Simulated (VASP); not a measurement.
An input for Quantum ESPRESSO's pw.x (written as the equivalent of a VASP run, and not itself run):

```
&CONTROL
  calculation = 'vc-relax'
  pseudo_dir = './pseudo'
  outdir = './out'
  tprnfor = .true.
  tstress = .true.
  nstep = 40
  forc_conv_thr = 0.00078
/
&SYSTEM
  ibrav = 0
  nat = 2
  ntyp = 2
  ecutwfc = 88
  occupations = 'smearing'
  smearing = 'gaussian'
  degauss = 0.003675
  input_dft = 'pbesol'
/
&ELECTRONS
  conv_thr = 7.3e-08
  electron_maxstep = 100
/
&IONS
/
&CELL
  press = 50
/
ATOMIC_SPECIES
  Be 9.012 Be.upf
  Te 127.600 Te.upf
CELL_PARAMETERS angstrom
     0.0000000    2.7397017    2.7397017
     2.7397017    0.0000000    2.7397017
     2.7397017    2.7397017   -0.0000000
ATOMIC_POSITIONS crystal
  Be   0.0000000  0.0000000  0.0000000
  Te   0.2500000  0.2500000  0.2500000
K_POINTS automatic
  8 8 8 0 0 0
```

Task: Translate this input to VASP (INCAR, KPOINTS, POSCAR, choice of POTCAR).

Result: This is not unique; one that fits is 
**INCAR**
```
SYSTEM = BeTe
PREC = Accurate
ENCUT = 500
EDIFF = 1E-6
NELM = 100
ALGO = Normal
LREAL = .FALSE.
LASPH = .TRUE.
ISMEAR = 0
SIGMA = 0.05
GGA = PS
LMAXMIX = 4
LWAVE = .FALSE.
LCHARG = .FALSE.
IBRION = 2
ISIF = 3
NSW = 40
EDIFFG = -0.02
PSTRESS = 50
```

### KPOINTS
```
Regular mesh
0
Gamma
  8 8 8
0 0 0
```

### POSCAR
```
BeTe
1
    0.0000000000     2.7397016645     2.7397016645
    2.7397016645     0.0000000000     2.7397016645
    2.7397016645     2.7397016645    -0.0000000000
Be Te
1 1
Direct
  0.0000000000   0.0000000000   0.0000000000
  0.2500000000   0.2500000000   0.2500000000
```

POTCAR, in this order: Be Te (PBE.64 set). Program: vasp_std.

What does not carry over: the potentials are each code's own (VASP's PAW set, PseudoDojo norm-conserving files in pw.x), so ENCUT and ecutwfc are chosen apart and not converted; conv_thr bounds pw.x's estimated SCF error, while EDIFF bounds the energy change between steps; forc_conv_thr acts on force components and is met together with etot_conv_thr.

The compound is BeTe in the zinc blende structure. It was relaxed first under an external pressure of 5 GPa.
